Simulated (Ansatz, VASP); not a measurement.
# Cross-check of Ni (Nickel) between VASP and Ansatz

Aim: how closely do two programs agree when they are given the same cell, functional and k mesh? The cell is taken from a series of runs on this material, whose earlier steps may have relaxed, scaled, displaced or heated it; both programs get it as it stands.

Calculated with Ansatz 0.2.0; plane waves, with VASP 6.6.1 beside it; relaxation of cell and atoms at LDA.

**1. Set-up**

Symmetry: Fm-3m, No. 225, cubic system. The conventional cell has a = 3.427 Å, b = 3.427 Å, c = 3.427 Å, α = 90.00°, β = 90.00°, γ = 90.00°. Nearest to Ni lie 12 Ni at 2.42 Å.

As a file:

```cif
data_structure
_symmetry_space_group_name_H-M 'Fm-3m'
_symmetry_Int_Tables_number 225
_cell_length_a 3.4275
_cell_length_b 3.4275
_cell_length_c 3.4275
_cell_angle_alpha 90.000
_cell_angle_beta 90.000
_cell_angle_gamma 90.000
_cell_volume 40.26
loop_
_atom_site_label
_atom_site_type_symbol
_atom_site_symmetry_multiplicity
_atom_site_Wyckoff_symbol
_atom_site_fract_x
_atom_site_fract_y
_atom_site_fract_z
_atom_site_occupancy
Ni1 Ni 4 a 0.00000 0.00000 0.00000 1
```

**2. Ansatz: relaxation of cell and atoms, LDA**

Ansatz runs on its PAW soft_1 files.

The relaxed volume is the usual yardstick between codes: in a stiff, nearly cubic crystal its relative difference is about their pressure difference at one cell divided by the bulk modulus.

The input, input.yaml:

```yaml
crystal:
  lattice:
    - [0.0, 1.7137433875, 1.7137433875]
    - [1.7137433875, 0.0, 1.7137433875]
    - [1.7137433875, 1.7137433875, 0.0]
  atoms:
    - { symbol: Ni, position: [0.0, 0.0, 0.0], spin: 0.78 }
kpoints:
  mp_grid: { grid: [26, 26, 26] }
hamiltonian:
  xc: lda
  pseudopotentials: { kind: paw, azcp: { folder: soft_1 }, xc_functional: pbe }
scf:
  occupations: { method: gaussian, width: 0.1 }
output:
  forces: true
  stress: true
  eigenvalues: true
  populations: true
magnetization:
  spin_polarized: true
relax:
  adjacent_minimum: "off"
  f_tol: 0.005
  max_steps: 80
  cell: { stress_tol: 0.05 }
```

The run is started by

```sh
$ ansatz run input.yaml --threads 4 --pin off --max-ram 8192MiB --backend cpu --events-out ev --progress --plain --runs-dir out
```

Numbers of over 12 decimals in the logs are rounded to 6 here.

The log of the run:

```text
Engine: ansatz 0.2.0, x86_64-unknown-linux-gnu
Pseudopotentials: kind: paw
Pseudopotential: Ni, paw, valence charge 18, recommended cutoff 420 eV (normal), soft_1/Ni.paw.azcp
Functional definition: SPW92
  exchange = slater_x
  correlation = pw_c
Crystal: 1 atoms, lattice volume = 10.066 Å³
Basis set: ecut = 420 eV, 181 PW (Γ)
Bands: 14, of which v1, the nominal top of the filled ones, is band 9 counted from 1 (8 counted from 0)
Symmetry: 48 space group operations
Space group: Fm-3m (ITA 225), of the structure as read, at distance tolerance 2.2e-5 Å
Magnetic group: BNS 225.116 (UNI 1618), of the structure as read, at distance tolerance 2.2e-5 Å
k-points: 511 of 17576
Non-local potential: Ni, projectors of the file, l = 0: 3, l = 1: 2, l = 2: 3, l = 3: 1
PAW form: soft (Blöchl's): semilocal exchange-correlation on the pseudo side does not see the compensation charge
PAW frozen core: Ni, regenerated for the run's functional, and the local potential with it (the file was generated under x = pbe(κ = 0.804, μ = 0.219515), c = pbe(β = 0.066725))
PAW one-centre angular grid: Ni, 590 points (default); XC on 64 Gauss nodes
Initial density: superposition of atomic densities (chi_scale 0.1, normalization cell)
Starting moments: Σ|m| = 0.78 μB on 1 of 1 site
Initial wavefunctions: pseudopotential atomic-orbital guess
Functional: x = slater, c = lda
SCF iter   1: F=—  HF=-5772.821158 eV  |F-HF|=—  |Δ(HF+E_count)|=         —  Δρ=9.99e-2 (↑5.76e-2 ↓9.99e-2)  dr2=1.34e0  dr2_m=4.20e-2  M=0.760 μB ∫|m|=0.801 μB  β_m=0.30  ethr=3.10e-3  ⟨swp⟩=3.5  Hψ=62936  notcnv=0
Mixer restart at iter 1: flushing history
preconditioner: auto → none  [metal: Δε(μ)=0.001 eV  Ē_g=16.734 eV  σ=0.100 eV  W_gap=0.00  n_scr=0 (ndim 8)  ℏωp=37.0 eV  f_vac=0.000  D(μ)=1.34/eV (n_scr^D=14)]
SCF iter   2: F=—  HF=-5772.463304 eV  |F-HF|=—  |Δ(HF+E_count)|=   3.58e-1  Δρ=4.68e-2 (↑4.68e-2 ↓2.71e-2)  dr2=2.59e-1  dr2_m=1.16e-2  M=0.720 μB ∫|m|=0.768 μB  β_m=0.26  ethr=3.10e-3  ⟨swp⟩=3.3  Hψ=36516  notcnv=0  defer=563
SCF iter   3: F=—  HF=-5772.698945 eV  |F-HF|=—  |Δ(HF+E_count)|=         —  Δρ=1.41e-2 (↑1.41e-2 ↓7.49e-3)  dr2=1.09e-2  dr2_m=5.37e-3  M=0.710 μB ∫|m|=0.757 μB  β_m=0.26  ethr=1.44e-3  ⟨swp⟩=2.8  Hψ=25439  notcnv=0  defer=564
Mixer restart at iter 3: flushing history
SCF iter   4: F=—  HF=-5772.933720 eV  |F-HF|=—  |Δ(HF+E_count)|=   2.35e-1  Δρ=8.38e-3 (↑8.38e-3 ↓6.89e-3)  dr2=8.35e-3  dr2_m=1.58e-3  M=0.690 μB ∫|m|=0.740 μB  β_m=0.49  ethr=6.05e-5  ⟨swp⟩=2.6  Hψ=28163  notcnv=0  defer=580
SCF iter   5: F=—  HF=-5773.303259 eV  |F-HF|=—  |Δ(HF+E_count)|=   3.70e-1  Δρ=1.63e-2 (↑5.42e-3 ↓1.63e-2)  dr2=1.16e-2  dr2_m=9.72e-3  M=0.618 μB ∫|m|=0.674 μB  β_m=0.74  ethr=4.64e-5  ⟨swp⟩=2.2  Hψ=29488  notcnv=0  defer=588
SCF iter   6: F=—  HF=-5773.367008 eV  |F-HF|=—  |Δ(HF+E_count)|=   6.37e-2  Δρ=1.63e-2 (↑6.64e-3 ↓1.63e-2)  dr2=8.71e-3  dr2_m=1.14e-2  M=0.597 μB ∫|m|=0.656 μB  β_m=0.63  ethr=4.64e-5  ⟨swp⟩=2.7  Hψ=27952  notcnv=0  defer=317
SCF iter   7: F=—  HF=-5773.376008 eV  |F-HF|=—  |Δ(HF+E_count)|=   9.00e-3  Δρ=8.14e-3 (↑3.94e-3 ↓8.14e-3)  dr2=1.51e-3  dr2_m=3.25e-3  M=0.593 μB ∫|m|=0.651 μB  β_m=0.94  ethr=4.64e-5  ⟨swp⟩=1.0  Hψ=14601  notcnv=0  defer=289
SCF iter   8: F=—  HF=-5773.388702 eV  |F-HF|=—  |Δ(HF+E_count)|=   1.27e-2  Δρ=8.07e-3 (↑1.72e-3 ↓8.07e-3)  dr2=4.87e-3  dr2_m=1.14e-3  M=0.581 μB ∫|m|=0.640 μB  β_m=0.73  ethr=8.41e-6  ⟨swp⟩=1.1  Hψ=14932  notcnv=0  defer=260
SCF iter   9: F=—  HF=-5773.388479 eV  |F-HF|=—  |Δ(HF+E_count)|=   2.22e-4  Δρ=1.33e-3 (↑1.33e-3 ↓2.59e-4)  dr2=9.83e-5  dr2_m=4.46e-5  M=0.580 μB ∫|m|=0.638 μB  β_m=0.79  ethr=8.41e-6  ⟨swp⟩=2.6  Hψ=25425  notcnv=0  defer=382
SCF iter  10: F=—  HF=-5773.388520 eV  |F-HF|=—  |Δ(HF+E_count)|=   4.05e-5  Δρ=5.46e-4 (↑5.46e-4 ↓9.79e-5)  dr2=1.50e-5  dr2_m=8.24e-6  M=0.580 μB ∫|m|=0.638 μB  β_m=0.90  ethr=5.46e-7  ⟨swp⟩=1.5  Hψ=18025  notcnv=0  defer=297
SCF iter  11: F=—  HF=-5773.388526 eV  |F-HF|=—  |Δ(HF+E_count)|=   5.87e-6  Δρ=1.29e-4 (↑3.38e-5 ↓1.29e-4)  dr2=6.02e-7  dr2_m=5.78e-7  M=0.580 μB ∫|m|=0.638 μB  β_m=0.95  ethr=8.34e-8  ⟨swp⟩=2.1  Hψ=19578  notcnv=0  defer=273
SCF iter  12: F=—  HF=-5773.388526 eV  |F-HF|=—  |Δ(HF+E_count)|=   2.07e-8  Δρ=5.58e-6 (↑1.91e-6 ↓5.58e-6)  dr2=7.74e-10  dr2_m=1.25e-9  M=0.580 μB ∫|m|=0.638 μB  β_m=0.97  ethr=3.35e-9  ⟨swp⟩=2.1  Hψ=19107  notcnv=0  defer=275
SCF iter  13: F=-5773.388526 eV  HF=-5773.388526 eV  |F-HF|=1.82e-12  |Δ(HF+E_count)|=  5.60e-10  Δρ=5.27e-7 (↑2.35e-7 ↓5.27e-7)  dr2=5.66e-12  dr2_m=1.30e-11  M=0.580 μB ∫|m|=0.638 μB  ethr=4.30e-12  ⟨swp⟩=3.3  Hψ=49662  notcnv=0
SCF 1 converged in 13 iterations: F = -5773.388526 eV  dr2 = 5.66e-12
  greatest PAW one-centre occupation: 1.001 electrons in one spin orbital (limit 2), on the Ni atom at site 0 (counted from 0), in its partial waves of l = 1
[...]
SCF iter   2: F=—  HF=-5773.388630 eV  |F-HF|=—  |Δ(HF+E_count)|=   1.32e-5  Δρ=6.41e-4 (↑5.81e-4 ↓6.41e-4)  dr2=7.36e-5  dr2_m=1.21e-7  M=0.580 μB ∫|m|=0.638 μB  β_m=0.27  ethr=1.70e-7  ⟨swp⟩=2.0  Hψ=23649  notcnv=0  recentre
SCF iter   3: F=—  HF=-5773.388606 eV  |F-HF|=—  |Δ(HF+E_count)|=   2.34e-5  Δρ=3.40e-5 (↑3.40e-5 ↓2.59e-5)  dr2=1.45e-7  dr2_m=1.55e-8  M=0.580 μB ∫|m|=0.638 μB  β_m=0.46  ethr=1.70e-7  ⟨swp⟩=2.4  Hψ=21495  notcnv=0
SCF iter   4: F=—  HF=-5773.388609 eV  |F-HF|=—  |Δ(HF+E_count)|=   2.75e-6  Δρ=8.41e-5 (↑3.41e-5 ↓8.41e-5)  dr2=7.27e-7  dr2_m=7.00e-8  M=0.580 μB ∫|m|=0.638 μB  β_m=0.46  ethr=8.06e-10  ⟨swp⟩=2.0  Hψ=23425  notcnv=0
SCF iter   5: F=—  HF=-5773.388610 eV  |F-HF|=—  |Δ(HF+E_count)|=   5.74e-7  Δρ=5.87e-5 (↑1.65e-5 ↓5.87e-5)  dr2=2.73e-7  dr2_m=5.31e-8  M=0.580 μB ∫|m|=0.638 μB  β_m=0.44  ethr=8.06e-10  ⟨swp⟩=2.3  Hψ=19138  notcnv=0
SCF iter   6: F=—  HF=-5773.388611 eV  |F-HF|=—  |Δ(HF+E_count)|=   1.70e-6  Δρ=9.11e-6 (↑6.02e-6 ↓9.11e-6)  dr2=5.89e-10  dr2_m=5.09e-9  M=0.580 μB ∫|m|=0.638 μB  β_m=0.72  ethr=8.06e-10  ⟨swp⟩=2.0  Hψ=23702  notcnv=0
SCF iter   7: F=-5773.388612 eV  HF=-5773.388612 eV  |F-HF|=1.19e-10  |Δ(HF+E_count)|=   1.82e-7  Δρ=1.50e-6 (↑1.50e-6 ↓6.21e-7)  dr2=1.85e-10  dr2_m=2.07e-11  M=0.580 μB ∫|m|=0.638 μB  ethr=3.27e-12  ⟨swp⟩=2.0  Hψ=52132  notcnv=0
SCF 2 converged in 7 iterations: F = -5773.388612 eV  dr2 = 1.85e-10
relax step   2: F+E_penalty+E_count = -5773.38861151 eV  Δ(F+E_penalty+E_count) = -8.594e-5 eV  max|allowed force component| = 0.000e0 eV/Å  Δτ_max = 0.0000 Å  P = -0.490 GPa  Ω = 10.049 Å³  energy of the carried Pulay correction = +1.021e-5 eV  (7 SCF iters, dr2 threshold 1.00e-7 eV, accepted)
[...]
relax step   3: F+E_penalty+E_count = -5773.38865272 eV  Δ(F+E_penalty+E_count) = -4.121e-5 eV  max|allowed force component| = 0.000e0 eV/Å  Δτ_max = 0.0000 Å  P = +0.004 GPa  Ω = 10.030 Å³  energy of the carried Pulay correction = +2.181e-5 eV  (7 SCF iters, dr2 threshold 1.00e-7 eV, accepted)
[...]
relax step   4: F+E_penalty+E_count = -5773.38863633 eV  Δ(F+E_penalty+E_count) = +1.639e-5 eV  max|allowed force component| = 0.000e0 eV/Å  Δτ_max = 0.0000 Å  P = +0.002 GPa  Ω = 10.030 Å³  stress off target by 1.79e-3 GPa  SCF on the basis re-selected at this cell (its energy is not comparable with the rows above)  (7 SCF iters)
basis re-selected at this cell: Δ(F+E_penalty+E_count) = +1.639e-5 eV, ΔP = -0.002 GPa vs the last step (what re-selecting the basis moved, of the pressure what is left beyond the Pulay correction that the steps carried, after the strain that the cell walked since its last selection, with what the two solves' SCF thresholds leave and, on support functions, any second-order correction that the steps lacked; it is no measure of the basis error at this ecutwfc). This SCF's stress stands 1.79e-3 GPa from its target on what of the cell is left free (relax.cell.stress_tol is 5.00e-2 GPa) and its largest allowed force component is 0.00e0 eV/Å (relax.f_tol is 5.00e-3 eV/Å): [rest of the remark cut]
SCF converged after 7 iterations
Magnetization: 0.5793 μB (9.2897 up, 8.7103 down)
Absolute magnetization: 0.6382 μB (∫|ρ↑−ρ↓|, with the PAW one-centre terms)
Spin contamination: 0.0035 ħ² per cell (⟨S²⟩ above its minimum at these occupations)
Per-site moments (μB) at R_I (Å): [(0.605127, 0.998519)]
Free energy (F): -5773.388636 eV
Harris-Foulkes:  -5773.388636 eV  (|F-HF|=9.09e-13)
Internal energy: -5773.380167 eV  (E = F + TS)
E sigma→0 (E₀):  -5773.384402 eV
Entropy (-TS):   -0.008469 eV (-8.469 meV/atom)
Fermi energy:    19.388925 eV
--- Per-component energies (eV) ---
  E_band       = -261.378472
  E_kinetic    = 341.783117
  E_local      = -2606.503529  (includes V_loc(G=0)·N_el)
  E_nonlocal   = -112.136257
  E_hartree    = 1429.856321
  E_xc         = -113.025196
  E_vxc        = -146.621995  (∫ρ·V_xc dr)
  E_paw        = -1589.541305  (= ΣΔE_a)
  E_vpaw       = -597.613711  (= ΣTr[D̂ρ^β])
  E_aug_tail   = 0.001318  (compensation charges beyond the density's cutoff)
  E_ewald      = -3124.248756
  E_core_change = 0.434121  (= ΣΔE_core)
  E_smearing   = -0.008469  (= −TS)
  E_closure    = 0.000000  (closes the sum)
  Σ components = -5773.388636   (vs F -5773.388636, Δ=0.00e0)
--- Forces (eV/Å), atoms counted from 1 ---
  atom   1  Ni    -0.00000000    -0.00000000     0.00000000
  max |Σ_I F_I| component: 6.16e-32 eV/Å
--- Stress (GPa, compression-positive) ---
        0.001790      -0.000000      -0.000000
       -0.000000       0.001790      -0.000000
       -0.000000      -0.000000       0.001790
  P = ⅓ Tr σ = 0.0018 GPa (0.018 kbar)
--- Band table (eV; the first three rows and the last of 1022) ---
  k-point 0 ↑: bands = [... 5 lower, 16.7819, 16.7819, 16.7819, 18.0931, 18.0931, 43.6227, 48.0611, 48.0611, ... 1 higher]
  k-point 1 ↑: bands = [... 5 lower, 16.7641, 16.7971, 16.7971, 18.0864, 18.0864, 43.4849, 47.0760, 47.9033, ... 1 higher]
  k-point 2 ↑: bands = [... 5 lower, 16.7132, 16.8401, 16.8401, 18.0687, 18.0687, 42.8626, 45.7113, 47.5415, ... 1 higher]
  k-point 510 ↓: bands = [... 5 lower, 16.3503, 16.7516, 18.5750, 19.7779, 27.1653, 28.3748, 30.1409, 31.4557, ... 1 higher]
--- Relaxed structure (3 steps of the walk, 3 accepted, 1 SCFs on fresh bases) ---
  F+E_penalty+E_count = -5773.38863633 eV   max|allowed force component| = 0.000e0 eV/Å   (the final SCF, on the basis selected at the relaxed cell)
  cell:  # Å, volume = 10.0296 Å³
    - [0, 1.711660, 1.711660]
    - [1.711660, 0, 1.711660]
    - [1.711660, 1.711660, 0]
  atoms:
    - { symbol: Ni, position: [0.0, 0.0, 0.0] }
--- Löwdin populations: 1 site ---
  site symbol       q [e]    m [muB]
     0     Ni     17.7757     0.6004
  spilling = 0.012461 (of n_electrons = 18.000000)
```

(Part 1 of 2 ends here.)

[Lines on the potential files, build, host, timing and source positions are cut from VASP's logs without a mark.]

[Logs are printed without paths, hosts, clocks, repeated set-up lines and the standing remarks that a program may print on its own settings, such as how far it seeks lower states.]

[Hosts, paths, dates, database ids (printed as entryN), source tags and the programs' standing remarks are cut or masked in the printed files.]
